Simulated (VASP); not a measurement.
Input:

```
CELL_PARAMETERS angstrom
      0.00000     2.04487     2.04487
      2.04487     0.00000     2.04487
      2.04487     2.04487     0.00000
ATOMIC_POSITIONS crystal
  V  0.00000 0.00000 0.00000
  N  0.50000 0.50000 0.50000
```

All values below come from PBE GGA with D3 dispersion (zero damping), VASP's PBE PAW potentials (set 64) (plane waves; VASP). Settings: 520 eV cut-off, Gaussian smearing of 0.050 eV, potentials V_sv N.

Question: Estimate the band gap (along the path) with the smallest direct gap where there is one.

Answer: 
* **band gap (along the path)**: none (metal, semimetal or under 0.01 eV)

The compound is VN in the rock salt structure, which distorts at low temperature. It was relaxed first. The run is not spin-polarised, so no magnetic state was tried. VASP warned that the highest band is occupied, so more bands are needed.
